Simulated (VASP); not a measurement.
Here is the system:

```
In
1.0
   -1.66050     1.66050     2.56373
    1.66050    -1.66050     2.56373
    1.66050     1.66050    -2.56373
In
1
Direct
  0.00000   0.00000   0.00000
```

The numbers are results of revPBE GGA, VASP's PBE PAW potentials (set 64) (plane waves; VASP 6.6.1), not measurements. Numerical set-up: 520 eV cut-off, 17×17×17 Γ-centred mesh, tetrahedra with Blöchl corrections, potentials In_d.

Unless said otherwise, spin-orbit coupling is left out, though it shifts the bands of the heavy elements here.

Problem. What does the run give for the energy per atom (σ→0), band gap (on the k-mesh) with the smallest direct gap where there is one?

Solution. 
```json
{
 "band gap (on the k-mesh)": "none (metal, semimetal or under 0.01 eV)",
 "energy per atom (σ→0)": "-2.260 eV/atom"
}
```

The compound is In in the bct structure. It was relaxed first, which changed the volume by +8 %.
